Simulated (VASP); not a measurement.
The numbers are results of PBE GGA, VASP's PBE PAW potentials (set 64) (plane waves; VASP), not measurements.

VASP input:

### INCAR
```
! general
SYSTEM  = Tc
PREC    = Accurate
ENCUT   = 400   ! plane-wave cut-off (eV)
LREAL   = .FALSE.
LASPH   = .TRUE.   ! aspherical one-centre terms
NELECT  = 26.5

! electronic loop
EDIFF   = 1E-6
NELM    = 100   ! most electronic steps
ALGO    = Normal   ! blocked Davidson
LMAXMIX = 4   ! l cut-off of mixed one-centre charges

! smearing
ISMEAR  = 0   ! Gaussian
SIGMA   = 0.05   ! width (eV)

! functional
GGA     = PE   ! PBE

! ions
ISIF    = 2

! output
LWAVE   = .FALSE.
LCHARG  = .FALSE.
```

POSCAR:
```
Tc
1.0
  1.3790380000  -2.3367110000   0.0000000000
  1.3790380000   2.3367110000   0.0000000000
  0.0000000000   0.0000000000   4.3470930000
Tc
2
Cartesian
  1.3790380000   0.7789052245   1.0867732500
  1.4067235669  -0.7789052245   3.2603197500
```

**KPOINTS**
```
Regular mesh
0
gamma
 14 14 8
```

POTCAR, in this order: Tc_pv (PBE.64 set). Program: vasp_std.

Output

**OUTCAR**
```
 ion  position               nearest neighbor table
   1  0.333  0.667  0.250-   2 2.67   2 2.67   2 2.68   2 2.68   2 2.70   2 2.70
   2  0.677  0.343  0.750-   1 2.67   1 2.67   1 2.68   1 2.68   1 2.70   1 2.70
  LATTYP: Found a base centered orthorhombic cell.
 ALAT       =     2.7580760000
 B/A-ratio  =     1.6944500442
 C/A-ratio  =     1.5761324198
 Subroutine PRICEL returns:
 Original cell was already a primitive cell.
 Subroutine GETGRP returns: Found  4 space group operations
The static configuration has the point symmetry C_1 .
 The point group associated with its full space group is C_2h.
The dynamic configuration has the point symmetry C_1 .
 Subroutine INISYM returns: Found  4 space group operations
 Subroutine IBZKPT returns following result:
 Found    500 irreducible k-points:

 Following reciprocal coordinates:
            Coordinates               Weight
  0.000000  0.000000  0.000000      1.000000
  0.071429 -0.000000  0.000000      2.000000
 -0.000000  0.071429  0.000000      2.000000
  0.142857  0.000000  0.000000      2.000000
  0.000000  0.142857  0.000000      2.000000
  0.214286  0.000000  0.000000      2.000000
  0.000000  0.214286  0.000000      2.000000
  0.285714 -0.000000  0.000000      2.000000
 -0.000000  0.285714  0.000000      2.000000
  0.357143  0.000000  0.000000      2.000000
  0.000000  0.357143  0.000000      2.000000
  0.428571  0.000000  0.000000      2.000000
  0.000000  0.428571  0.000000      2.000000
  0.500000 -0.000000  0.000000      1.000000
 -0.000000  0.500000  0.000000      1.000000
  0.071429  0.071429  0.000000      2.000000
  0.142857  0.071429  0.000000      2.000000
  0.071429  0.142857  0.000000      2.000000
  0.214286  0.071429  0.000000      2.000000
  0.071429  0.214286  0.000000      2.000000
  0.285714  0.071429  0.000000      2.000000
...
```

File OSZICAR:
```
       N       E                     dE             d eps       ncg     rms          rms(c)
DAV:   1     0.286701225543E+03    0.28670E+03   -0.14884E+04 17344   0.133E+03
DAV:   2    -0.811661759315E+01   -0.29482E+03   -0.29180E+03 19071   0.422E+02
DAV:   3    -0.150097197162E+02   -0.68931E+01   -0.67305E+01 20073   0.753E+01
DAV:   4    -0.150703227823E+02   -0.60603E-01   -0.60390E-01 18814   0.690E+00
DAV:   5    -0.150709167978E+02   -0.59402E-03   -0.59391E-03 18858   0.627E-01    0.244E+01
DAV:   6    -0.142778812006E+02    0.79304E+00   -0.17687E+00 18014   0.139E+01    0.927E+00
DAV:   7    -0.141114423030E+02    0.16644E+00   -0.68381E-01 19000   0.762E+00    0.859E-01
DAV:   8    -0.141017336841E+02    0.97086E-02   -0.47066E-02 17277   0.242E+00    0.724E-01
DAV:   9    -0.141007833363E+02    0.95035E-03   -0.51931E-03 17669   0.726E-01    0.332E-02
DAV:  10    -0.141007761514E+02    0.71850E-05   -0.38878E-05 18333   0.538E-02    0.175E-02
DAV:  11    -0.141007713324E+02    0.48190E-05   -0.44300E-06 17517   0.200E-02    0.398E-03
DAV:  12    -0.141007699226E+02    0.14098E-05   -0.60642E-07  8630   0.701E-03    0.499E-04
DAV:  13    -0.141007698023E+02    0.12033E-06   -0.56845E-08  8550   0.221E-03
   1 F= -.14100770E+02 E0= -.14099797E+02  d E =-.194541E-02
```

File OUTCAR:
```
------------------------ aborting loop because EDIFF is reached ----------------------------------------
  FORCE on cell =-STRESS in cart. coord.  units (eV):
  Direction    XX          YY          ZZ          XY          YZ          ZX
  --------------------------------------------------------------------------------------
  Total        9.5540792     11.0805705      9.9944076     -0.1046426      0.0000000      0.0000000
  in kB      546.3730344    633.6691156    571.5542703     -5.9842411      0.0000000      0.0000000
  external PRESSURE =     583.8654734 kB  Pullay stress =       0.0000000 kB
  volume of cell :       28.02
      direct lattice vectors                 reciprocal lattice vectors
     1.379038000 -2.336711000  0.000000000     0.362571590 -0.213975969  0.000000000
     1.379038000  2.336711000  0.000000000     0.362571590  0.213975969  0.000000000
     0.000000000  0.000000000  4.347093000     0.000000000  0.000000000  0.230038787
 POSITION                                       TOTAL-FORCE (eV/Angst)
 -----------------------------------------------------------------------------------
      1.37904      0.77891      1.08677         0.134311      0.077051      0.000000
      1.40672     -0.77891      3.26032        -0.134311     -0.077051     -0.000000
 -----------------------------------------------------------------------------------
    total drift:                               -0.000044      0.000002      0.000000
  FREE ENERGIE OF THE ION-ELECTRON SYSTEM (eV)
  ---------------------------------------------------
  free  energy   TOTEN  =       -14.1007698023 eV

  energy  without entropy=      -14.0988243937  energy(sigma->0) =      -14.09979710
```
(Selected blocks of OUTCAR.)

The cell is charged, with a uniform compensating background.

The compound is Tc in the hcp structure. The cell was not relaxed at this level, atoms are displaced from their ideal sites. The run is one of a series of settings (ISMEAR = 0, NELECT = 26.5, SIGMA = 0.05 against the base run), some of them coarse on purpose.
